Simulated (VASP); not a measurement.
All values below come from PBE GGA, VASP's PBE PAW potentials (set 64) (plane waves; VASP).

VASP ran on this input.

### KPOINTS
```
Regular mesh
0
G
13 13 7
0 0 0
```

POSCAR:
```
Gd
1
    1.7791390000    -3.1852460000     0.0000000000
    1.7791390000     3.1852460000     0.0000000000
    0.0000000000     0.0000000000     5.6523990000
Gd
2
Direct
  0.3333330000   0.6666670000   0.2500000000
  0.6786830000   0.3453490000   0.7500000000
```

INCAR:
```
! general
SYSTEM   =  Gd
PREC     =  Accurate
ENCUT    =  400
LREAL    =  F
LASPH    =  T

! electronic loop
EDIFF    =  1E-6
NELM     =  100
ALGO     =  Normal
LMAXMIX  =  6

! smearing
ISMEAR   =  1
SIGMA    =  0.1

! functional
GGA      =  PE

! ions
ISIF     =  2

! output
LWAVE    =  F
LCHARG   =  F
```

POTCAR, in this order: Gd_3 (PBE.64 set). Program: vasp_std.

The 4f electrons are frozen in the core of the lanthanide potential, so 4f levels, which can set the real gap, and their magnetism are missing. Gaps are read on the run's mesh, which can miss a band edge.

Task: What does the run give for the energy per atom (σ→0), pressure, largest force, band gap (on the k-mesh)?

Result: 
| Item | Result |
|---|---|
| energy per atom (σ→0) | -4.573 eV/atom |
| band gap (on the k-mesh) | none (metal, semimetal or under 0.01 eV) |
| pressure | 1.02 GPa |
| largest force | 0.053 eV/Å |

**OSZICAR**
```
...
DAV:   6    -0.913796777051E+01   -0.24110E-02   -0.20574E-02  9930   0.116E+00    0.137E+01
DAV:   7    -0.914708967406E+01   -0.91219E-02   -0.37225E-02  9750   0.156E+00    0.212E-01
DAV:   8    -0.914677579426E+01    0.31388E-03   -0.21262E-03 10390   0.346E-01    0.586E-02
DAV:   9    -0.914678350416E+01   -0.77099E-05   -0.20570E-04 11229   0.106E-01    0.344E-02
DAV:  10    -0.914677819654E+01    0.53076E-05   -0.29056E-05 10546   0.384E-02    0.393E-02
DAV:  11    -0.914677974564E+01   -0.15491E-05   -0.46043E-06 10180   0.154E-02    0.256E-03
DAV:  12    -0.914677986642E+01   -0.12078E-06   -0.22557E-07  5710   0.371E-03
   1 F= -.91467799E+01 E0= -.91467490E+01  d E =-.925858E-04
```

The compound is Gd in the hcp structure. The cell was not relaxed at this level, atoms are displaced from their ideal sites. The run is one of a series of settings (KPOINTS 13×13×7 Γ-centred mesh against the base run), some of them coarse on purpose.
